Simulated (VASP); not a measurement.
```
CELL_PARAMETERS angstrom
      3.82652     0.00000     0.00000
     -1.91326     3.31386     0.00000
      0.00000     0.00000    16.76193
ATOMIC_POSITIONS crystal
  Ga 0.33333 0.66667 0.17614
  Ga 0.66667 0.33333 0.82386
  Ga 0.66667 0.33333 0.67614
  Ga 0.33333 0.66667 0.32386
  Se 0.33333 0.66667 0.60613
  Se 0.66667 0.33333 0.39387
  Se 0.66667 0.33333 0.10613
  Se 0.33333 0.66667 0.89387
```

All values below come from PBE GGA, VASP's PBE PAW potentials (set 64) (plane waves; VASP 6.6.1). Run with 300 eV cut-off, 5×5×1 Γ-centred mesh, Gaussian smearing of 0.010 eV, potentials Ga_d Se.

**Question.** What does the run give for the energy per atom (σ→0)?

**Answer.** 
* **energy per atom (σ→0)**: -3.783 eV/atom

The absolute energy has meaning only against runs of the same code, potentials and settings.

The structure comes from a computed database's GaSe entry (P6_3/mmc), a phase known from measurement. The cell was not relaxed at this level.
